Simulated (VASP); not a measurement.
# CuRu4 (Im-3m) in VASP: reference runs

How does CuRu4 come out in PBE? The cell is run as given.

All numbers are computed with VASP 6.6.1; they aren't measurements. Logs are shortened: lines on timing, memory, paths and dates and some standing lists are left out, and cuts for length are marked.

## (1) Starting point

It takes space group Im-3m (No. 229, cubic). The conventional cell has a = 5.112 Å, b = 5.112 Å, c = 5.112 Å, α = 90.00°, β = 90.00°, γ = 90.00°. Around Cu (site symmetry m-3m) lie 8 Ru at 2.21 Å. Ru (site symmetry -3m) has 2 Cu at 2.21 Å as nearest neighbours.

The cell was built by a generator and needn't be a form met in nature.

## (2) Single point, PBE

Input file INCAR:

```
SYSTEM = CuRu4
ALGO     = Normal         ! electronic algorithm
EDIFF    = 1E-7           ! SCF threshold, eV
ENCUT    = 520            ! plane-wave cutoff, eV
GGA      = PE             ! functional
ISIF     = 2              ! what is computed and relaxed
ISMEAR   = -1             ! smearing method
LASPH    = .TRUE.         ! aspherical terms in the spheres
LCHARG   = .TRUE.         ! write CHGCAR
LELF     = .TRUE.         ! ELF
LREAL    = .FALSE.        ! projectors in reciprocal space
LVHAR    = .TRUE.       
LWAVE    = .FALSE.        ! write WAVECAR
NBANDS   = 42             ! bands
NELM     = 60             ! most SCF steps
PREC     = Accurate       ! precision mode
SIGMA    = 0.05           ! smearing width, eV
```

Input file KPOINTS:

```
k-points
0
G
  7 7 7
  0 0 0
```

Input file POSCAR:

```
CuRu4
1.0
   -2.5560481600      2.5560481600      2.5560481600
    2.5560481600     -2.5560481600      2.5560481600
    2.5560481600      2.5560481600     -2.5560481600
Cu Ru
1 4
Direct
    0.0000000000      0.0000000000      0.0000000000
    0.0000000000      0.0000000000      0.5000000000
    0.5000000000      0.0000000000      0.0000000000
    0.0000000000      0.5000000000      0.0000000000
    0.5000000000      0.5000000000      0.5000000000
```

Potentials or basis: VASP PAW PBE potentials, release 64 (Cu, Ru_pv).

Launch:

```bash
cat potpaw_PBE.64/Cu/POTCAR potpaw_PBE.64/Ru_pv/POTCAR > POTCAR
mpirun -np 1 vasp_std > vasp.out
```

OUTCAR:

```text
SYSTEM = CuRu4
   EDIFF = 1E-7
   ENCUT = 520
   GGA = PE
   ISIF = 2
   ISMEAR = -1
   LASPH = .TRUE.
   LREAL = .FALSE.
   NELM = 60
   PREC = Accurate

 ion  position               nearest neighbor table
   1  0.000  0.000  0.000-   2 2.21   3 2.21   4 2.21   5 2.21   2 2.21   4 2.21   3 2.21   5 2.21

   2  0.000  0.000  0.500-   1 2.21   1 2.21   4 2.56   5 2.56   3 2.56   4 2.56   3 2.56   5 2.56

   3  0.500  0.000  0.000-   1 2.21   1 2.21   4 2.56   5 2.56   5 2.56   2 2.56   2 2.56   4 2.56

   4  0.000  0.500  0.000-   1 2.21   1 2.21   3 2.56   5 2.56   2 2.56   2 2.56   5 2.56   3 2.56

   5  0.500  0.500  0.500-   1 2.21   1 2.21   3 2.56   4 2.56   3 2.56   4 2.56   2 2.56   2 2.56

  LATTYP: Found a body centered cubic cell.
 ALAT       =     5.1120963200

  Lattice vectors:

 A1 = (  -2.5560481600,   2.5560481600,   2.5560481600)
 A2 = (   2.5560481600,  -2.5560481600,   2.5560481600)
 A3 = (   2.5560481600,   2.5560481600,  -2.5560481600)

Analysis of symmetry for initial positions (statically):
=====================================================================
 Subroutine PRICEL returns:
 Original cell was already a primitive cell.

 Routine SETGRP: Setting up the symmetry group for a
 body centered cubic supercell.

 Subroutine GETGRP returns: Found 48 space group operations
 (whereof 48 operations were pure point group operations)
 out of a pool of 48 trial point group operations.

The static configuration has the point symmetry O_h .

Analysis of symmetry for dynamics (positions and initial velocities):
=====================================================================
 Subroutine PRICEL returns:
 Original cell was already a primitive cell.

 Routine SETGRP: Setting up the symmetry group for a
 body centered cubic supercell.

 Subroutine GETGRP returns: Found 48 space group operations
 (whereof 48 operations were pure point group operations)
 out of a pool of 48 trial point group operations.

The dynamic configuration has the point symmetry O_h .

 Subroutine INISYM returns: Found 48 space group operations
 (whereof 48 operations are pure point group operations),
 and found     1 'primitive' translations

----------------------------------------------------------------------------------------
[... 92 lines left out ...]
   ENCUT  =  520.0 eV  38.22 Ry    6.18 a.u.   8.23  8.23  8.23*2*pi/ulx,y,z
   NELM   =     60;   NELMIN=  2; NELMDL= -5     # of ELM steps
   EDIFF  = 0.1E-06   stopping-criterion for ELM
   LREAL  =      F    real-space projection
   EDIFFG = 0.1E-05   stopping-criterion for IOM
   NSW    =      0    number of steps for IOM
   IBRION =     -1    ionic relax: 0-MD 1-quasi-New 2-CG
   NFREE  =      0    steps in history (QN), initial steepest desc. (CG)
   ISIF   =      2    stress and relaxation
   ISYM   =      2    0-nonsym 1-usesym 2-fastsym
   POTIM  = 0.5000    time-step for ionic-motion
   TEBEG  =    0.0;   TEEND  =   0.0 temperature during run
   PSTRESS=    0.0 pullay stress
   NELECT =      67.0000    total number of electrons
   NUPDOWN=      -1.0000    fix difference up-down
   EMIN   =  10.00;   EMAX   =-10.00  energy-range for DOS
   EFERMI =   0.00;   METHOD = LEGACY
   ISMEAR =    -1;   SIGMA  =   0.05  broadening in eV -4-tet -1-fermi 0-gaus
   EFERMI_NEDOS =   21; number of points for ismear=-14 and -15
   IALGO  =     38    algorithm
   IMIX   =      4    mixing-type and parameters
     AMIX     =   0.40;   BMIX     =  1.00
     AMIX_MAG =   1.60;   BMIX_MAG =  1.00
  volume/ion in A,a.u.               =      13.36        90.16
  Fermi-wavevector in a.u.,A,eV,Ry     =   1.638743  3.096774 36.538136  2.685477
  Thomas-Fermi vector in A             =   2.729664
   LORBIT       =      0    0 simple, 1 ext, 2 COOP (PROOUT), +10 PAW based schemes
   GGA     = PE    functional components
   LHFCALC =     F    Hartree Fock is set to
   AEXX    =    0.0000 exact exchange contribution
   IVDW    =     0    specifies the selected vdW correction
   LEPSILON=     F    determine dielectric tensor
   LRPA    =     F    only Hartree local field effects (RPA)
 non-spin polarized calculation
  energy-cutoff  :      520.00
  volume of cell :       66.80
 maximum number of plane-waves:      1865
 NGX is ok and might be reduce to    36
   NGX = 17   NGY = 17   NGZ = 17

 number of electron      66.9999977 magnetization

 Free energy of the ion-electron system (eV)
  ---------------------------------------------------
  ext. energy  EPLUGINS =         0.00000000
  ---------------------------------------------------
  free energy    TOTEN  =       -31.70104172 eV

  energy without entropy =      -31.63278192  energy(sigma->0) =      -31.66691182

 E-fermi :  11.7715     XC(G=0): -13.6077

 val. band max:       11.7685123662   @ k =   0.2857   0.1429   0.1429
 cond. band min:      11.7812852610   @ k =   0.2857   0.1429   0.1429
 fundamental gap:      0.0127728948
 Fermi energy:        11.7714784344

 k-point     1 :       0.0000    0.0000    0.0000
  band No.  band energies     occupation
      1     -31.6101      2.00000
      2     -31.6101      2.00000
      3     -31.6101      2.00000
      4     -31.3549      2.00000
      5     -31.3549      2.00000
      6     -31.3549      2.00000
[... 889 lines left out ...]
     41      18.0683      0.00000
     42      18.0712      0.00000

------------------------ aborting loop because EDIFF is reached ----------------------------------------

  FORCE on cell =-STRESS in cart. coord.  units (eV):
  Direction    XX          YY          ZZ          XY          YZ          ZX
  --------------------------------------------------------------------------------------
  -------------------------------------------------------------------------------------
  Total       23.2980501     23.2980501     23.2980501      0.0000000      0.0000000     -0.0000000
  in kB      558.8085844    558.8085844    558.8085844      0.0000000      0.0000000     -0.0000000
  external PRESSURE =     558.8085844 kB  Pullay stress =       0.0000000 kB

 VOLUME and BASIS-vectors are now :
 -----------------------------------------------------------------------------
  energy-cutoff  :      520.00
  volume of cell :       66.80
      direct lattice vectors                 reciprocal lattice vectors
    -2.556048160  2.556048160  2.556048160     0.000000000  0.195614468  0.195614468
     2.556048160 -2.556048160  2.556048160     0.195614468  0.000000000  0.195614468
     2.556048160  2.556048160 -2.556048160     0.195614468  0.195614468  0.000000000

 POSITION                                       TOTAL-FORCE (eV/Angst)
 -----------------------------------------------------------------------------------
      0.00000      0.00000      0.00000         0.000000      0.000000     -0.000000
      1.27802      1.27802     -1.27802         0.000000     -0.000000      0.000000
     -1.27802      1.27802      1.27802         0.000000      0.000000      0.000000
      1.27802     -1.27802      1.27802        -0.000000      0.000000     -0.000000
      1.27802      1.27802      1.27802        -0.000000     -0.000000      0.000000
 -----------------------------------------------------------------------------------
    total drift:                                0.000000     -0.000000      0.000000

  FREE ENERGIE OF THE ION-ELECTRON SYSTEM (eV)
  ---------------------------------------------------
  free  energy   TOTEN  =       -31.7010417202 eV

  energy  without entropy=      -31.6327819219  energy(sigma->0) =      -31.66691182
```

Wall time 77 s (1 thread of Intel Xeon Platinum 8259CL at 2.50GHz (Skylake/Cascade Lake), shared host); peak memory 0.22 GiB.

What came out:

| Quantity | Value |
| --- | --- |
| Free energy | -31.7010 eV |
| Pressure | 55.9 GPa |
| Band gap on the k mesh | none (metal or under the smearing width) |

Levels at points of the mesh, in eV from the Fermi level:
| k point | band 30 | band 31 | band 32 | band 33 | band 34 | band 35 | band 36 | band 37 |
| --- | --- | --- | --- | --- | --- | --- | --- | --- |
| (0.00, 0.00, 0.00) | 0.48 | 0.48 | 0.48 | 1.66 | 1.66 | 1.66 | 2.93 | 2.93 |

Caveat: a pressure of tens of GPa on the cell as given is suspect, and the run, the potentials or the cell itself is likely at fault.
